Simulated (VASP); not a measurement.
# C₂H₃I₂F: harmonic vibrations of a molecule

C₂H₃I₂F, molecule in box, 8 atoms in the cell. PBE, harmonic vibrations; PAW potentials F, C, I, H (PBE set).

## Input

INCAR.step1:
```
SYSTEM = H3C2I2F
  PREC = Accurate
  ENCUT = 400
  EDIFF = 1E-8
  ISMEAR = 0
  SIGMA = 0.01
  ISYM = 0
  LREAL = .False.
  LASPH = .True.
  NELM = 100
  ALGO = Normal
  LWAVE = .False.
  LCHARG = .False.
  IBRION = 2
  NSW = 150
  ISIF = 2
  EDIFFG = -0.005
  POTIM = 0.5
```

INCAR.step2, as INCAR.step1 but for:
```
- IBRION = 2
- NSW = 150
- ISIF = 2
- EDIFFG = -0.005
- POTIM = 0.5
+ IBRION = 5
+ NFREE = 2
+ POTIM = 0.015
+ NSW = 1
```

KPOINTS:
```
k-points
0
Gamma
  1 1 1
```

POSCAR.step1:
```
H3C2I2F
1.0
   13.0000000000      0.0000000000      0.0000000000
    0.0000000000     13.0000000000      0.0000000000
    0.0000000000      0.0000000000     13.0000000000
F C I H
1 2 2 3
Direct
    0.4449692300      0.4808846200      0.6203576900
    0.5183461500      0.4952769200      0.5480576900
    0.4732769200      0.5031384600      0.4426884600
    0.6221076900      0.3643461500      0.5506192300
    0.3798923100      0.6388846200      0.4293807700
    0.5659692300      0.5607615400      0.5695192300
    0.5331461500      0.5103846200      0.3848730800
    0.4236384600      0.4380538500      0.4255730800
```

Commands (each step's output is kept before the next begins):
```
cat potpaw_PBE.64/F/POTCAR potpaw_PBE.64/C/POTCAR potpaw_PBE.64/I/POTCAR potpaw_PBE.64/H/POTCAR > POTCAR
cp INCAR.step1 INCAR
cp POSCAR.step1 POSCAR
mpirun -np 8 vasp_gam > vasp.out
cp CONTCAR POSCAR
cp INCAR.step2 INCAR
mpirun -np 8 vasp_gam > vasp.out
```

## Result

- Vibrations (cm⁻¹; a negative value is imaginary): 3123, 3058, 3049, 1401, 1323, 1178, 1140, 1092, 1078, 934, 787, 607, 515, 423, 251, 131, 128, 83
- Zero-point energy (eV): 1.259
- Translations and rotations, which should read zero (cm⁻¹): -19, -3, -1, 4, 4, 10
- Vibrational entropy at 298 K (meV/K): 0.607
- Displaced cells: 48
- Ionic steps, all stages: 75
- Electronic steps, all stages: 1314

VASP 6.6.1 took 761 s on 8 cores (Intel Xeon 6975P-C (Granite Rapids)), a shared host.
